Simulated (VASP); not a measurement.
All values below come from RPBE GGA, VASP's PBE PAW potentials (set 64) (plane waves; VASP 6.6.1).

The input files of a VASP run:

### KPOINTS
```
Automatic mesh
0
Gamma
12 12 7
0 0 0
```

**POSCAR**
```
Er
1.0
  1.8337979768  -3.1762307981   0.0000000000
  1.8337979768   3.1762307981   0.0000000000
  0.0000000000   0.0000000000   5.6764272104
Er
2
Cartesian
  1.8337979768   1.0587457169   1.4191068026
  1.8337979768  -1.0587457169   4.2573204078
```

**INCAR**
```
EDIFF=1E-7   # SCF stop (eV)
IBRION=2   # conjugate gradients
LMAXMIX=6   # l cut-off of mixed one-centre charges
LCHARG=.FALSE.
ISMEAR=1   # Methfessel-Paxton
ALGO=Normal
SYSTEM=Er
PREC=Accurate
ISIF=4
EDIFFG=-0.01   # ionic stop
SIGMA=0.1
ENCUT=520
LASPH=.TRUE.
NSW=30   # most ionic steps
NELM=100
LWAVE=.FALSE.
GGA=RP
LREAL=.FALSE.
```

POTCAR, in this order: Er_3 (PBE.64 set). Program: vasp_std.

Question: What will the output report for the number of irreducible k-points (NKPTS), largest plane-wave count, number of space-group operations, FFT grid (NGX, NGY, NGZ)?

Answer: 
```json
{
  "number of irreducible k-points (NKPTS)": "76",
  "largest_plane_wave_count": "1797",
  "number_of_space_group_operations": "24",
  "FFT grid (NGX, NGY, NGZ)": "28 × 28 × 42"
}
```

The compound is Er in the hcp structure. This cell is one point of a volume scan, at 1.03 of the reference volume. Symmetry was kept, so distortions that lower it aren't found. The 4f electrons are frozen in the core of the lanthanide potential, so 4f levels, which can set the real gap, and their magnetism are missing.
